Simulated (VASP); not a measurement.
Given:

```
CELL_PARAMETERS angstrom
      0.00000     2.31000     2.31000
      2.31000     0.00000     2.31000
      2.31000     2.31000     0.00000
ATOMIC_POSITIONS crystal
  Li 0.25000 0.25000 0.25000
  Li 0.75000 0.75000 0.75000
  O  0.00000 0.00000 0.00000
```

These are PBE GGA, VASP's PBE PAW potentials (set 64) (plane waves; VASP) values and carry that method's errors. Settings: 520 eV cut-off, Gaussian smearing of 0.050 eV, potentials Li_sv O.

Question: Give the energies of bands 4 to 8 at the high-symmetry points, in eV from the valence-band maximum.

Answer: 
```json
[
 {"band": "4", "Γ": "0.00", "X": "-1.59", "U": "-2.01", "L": "-2.77", "W": "-1.82"},
 {"band": "5", "Γ": "0.00", "X": "-1.38", "U": "-1.51", "L": "-0.45", "W": "-1.49"},
 {"band": "6", "Γ": "0.00", "X": "-1.38", "U": "-1.08", "L": "-0.45", "W": "-1.49"},
 {"band": "7", "Γ": "5.27", "X": "4.97", "U": "6.55", "L": "9.21", "W": "7.17"},
 {"band": "8", "Γ": "11.93", "X": "13.53", "U": "11.60", "L": "9.82", "W": "10.42"}
]
```

The gap is indirect, 4.97 eV, from the valence maximum at Γ to the conduction minimum at X.

Measured: gap 8.00 eV (computed value off by -3.03 eV), as given by Das et al., (2018), arXiv:1807.05623.

The compound is Li2O in the antifluorite structure. The cell was not relaxed at this level.
